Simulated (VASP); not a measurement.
A run of VASP 6.6.1 is set up as follows.

Contents of INCAR:

```
ALGO = Fast ; EDIFF = 1E-6
ENCUT = 520 ; GGA = PE
ISIF = 2 ; ISMEAR = -1
IVDW = 12 ; LASPH = T
LCHARG = T ; LELF = T
LREAL = Auto ; LVHAR = T
LWAVE = F ; NBANDS = 26
NELM = 60 ; PREC = Accurate
SIGMA = 0.02
```

The input KPOINTS:

```
k-points
0
Gamma
  1 1 1
```

File POSCAR:

```
H
1.0
    6.2144650000      0.0000000000      0.0000000000
    0.0000000000      6.2144650000      0.0000000000
    0.0000000000      0.0000000000      6.2144650000
H
20
Direct
    0.6259750437      0.1003948047      0.8752483118
    0.5747719232      0.1514209188      0.7735018220
    0.7825613307      0.2478250340      0.1310330012
    0.7718122155      0.3134622208      0.2326990336
    0.3612700369      0.1465773804      0.4279692620
    0.4347920537      0.2033642478      0.3522266197
    0.3809177459      0.4576580607      0.1748340364
    0.3219102529      0.5196102963      0.2589603449
    0.0353530030      0.7282525527      0.2101870394
   -0.0780276339      0.7052095394      0.1599011339
    0.6010332346      0.5106956110      0.4385252793
    0.6529121976      0.6118628072      0.3956414591
    0.0692577720      0.3958184655      0.6804608281
    0.0923168768      0.5136725366      0.6312691438
    0.4983695298      0.6502088273      0.8615383625
    0.5083462535      0.5620274633      0.7844923095
    0.2976764693      0.9163459767      0.5916679875
    0.2073871202      0.8927397612      0.6648520830
    0.8692783691      0.8155167018      0.7857635372
    0.9235549641      0.8833745141      0.8627291328
```

Potentials or basis: VASP PAW PBE potentials, release 64 (H).

The run is started by

```console
$ cat potpaw_PBE.64/H/POTCAR > POTCAR
$ mpirun -np 1 vasp_gam > vasp.out
```

**Question.** Estimate the band gap on the k mesh.

**Answer.** 8.56 eV, direct.

**Question.** What does it give for the largest force?

**Answer.** 1.591 eV/Å.

**Question.** What does it give for the dispersion energy per atom?

**Answer.** -0.019 eV.

Forces on the atoms (eV/Å):
```
H   -0.398  0.391 -0.769
H    0.309 -0.348  0.700
H    0.021  0.108  0.160
H    0.090 -0.149 -0.223
H   -0.004 -0.057  0.060
H    0.065 -0.088  0.014
H   -0.179  0.129 -0.199
H   -0.141  0.067 -0.185
H   -0.938 -0.199 -0.353
H    0.978  0.184  0.513
H    0.236  0.322  0.045
H    0.046 -0.147  0.251
H    0.262  1.404 -0.611
H   -0.288 -1.455  0.577
H   -0.061  0.417  0.415
H    0.067 -0.426 -0.347
H    0.318 -0.020 -0.221
H   -0.334 -0.131  0.255
H   -0.481 -0.561 -0.672
H    0.434  0.561  0.589
```

Expect the measured gap to be larger: semilocal functionals such as PBE lack the derivative discontinuity.
